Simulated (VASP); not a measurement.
A run of VASP 6.6.1 is set up as follows.

File POSCAR:

```
SF4
1.0
   12.0000000000      0.0000000000      0.0000000000
    0.0000000000     11.0000000000      0.0000000000
    0.0000000000      0.0000000000     12.0000000000
F S
4 1
Cartesian
    5.4035000400      4.9617000400      7.0494999600
    7.5014000400      4.7277000100      6.3681000000
    4.5246000000      5.1124000400      5.0184999600
    6.3653000400      6.3142999700      5.3136000000
    6.0287000400      4.8323000000      5.6337000000
```

File INCAR.step1:

```
ALGO     = Normal         # electronic algorithm
EDIFF    = 1E-5           # SCF threshold, eV
ENCUT    = 520            # plane-wave cutoff, eV
GGA      = PE             # functional
ISIF     = 2              # what is computed and relaxed
ISMEAR   = 0              # smearing method
LASPH    = T              # aspherical terms in the spheres
LCHARG   = F              # write CHGCAR
LREAL    = F              # projectors in reciprocal space
LWAVE    = T              # write WAVECAR
NELM     = 100            # most SCF steps
PREC     = Accurate       # precision mode
SIGMA    = 0.01           # smearing width, eV
```

INCAR.step2

```
ALGO     = Normal         # electronic algorithm
EDIFF    = 1E-6           # SCF threshold, eV
ENCUT    = 520            # plane-wave cutoff, eV
GGA      = PE             # functional
HFSCREEN = 0.2            # screening, 1/A
ISIF     = 2              # what is computed and relaxed
ISMEAR   = 0              # smearing method
ISTART   = 1            
IVDW     = 12             # dispersion correction
LASPH    = T              # aspherical terms in the spheres
LCHARG   = F              # write CHGCAR
LHFCALC  = T              # exact exchange
LREAL    = F              # projectors in reciprocal space
LWAVE    = F              # write WAVECAR
NELM     = 100            # most SCF steps
PREC     = Accurate       # precision mode
PRECFOCK = Fast         
SIGMA    = 0.01           # smearing width, eV
VDW_A1   = 0.383        
VDW_A2   = 5.685        
VDW_S6   = 1.0          
VDW_S8   = 2.31
```

KPOINTS

```
k-points
0
Gamma
  1 1 1
```

Potentials or basis: VASP PAW PBE potentials, release 64 (F, S).

The run is started by

```console
$ cat potpaw_PBE.64/F/POTCAR potpaw_PBE.64/S/POTCAR > POTCAR
$ cp INCAR.step1 INCAR
$ mpirun -np 1 vasp_gam > vasp.out
$ cp INCAR.step2 INCAR
$ mpirun -np 1 vasp_gam > vasp.out
```

(1) What does it give for the largest force?

(2) Estimate the gap between the frontier levels.

## Answers

(1) 0.174 eV/Å.

(2) 7.11 eV.

Caveat: the PAW data sets were made with another functional, which shifts forces and pressure a little.
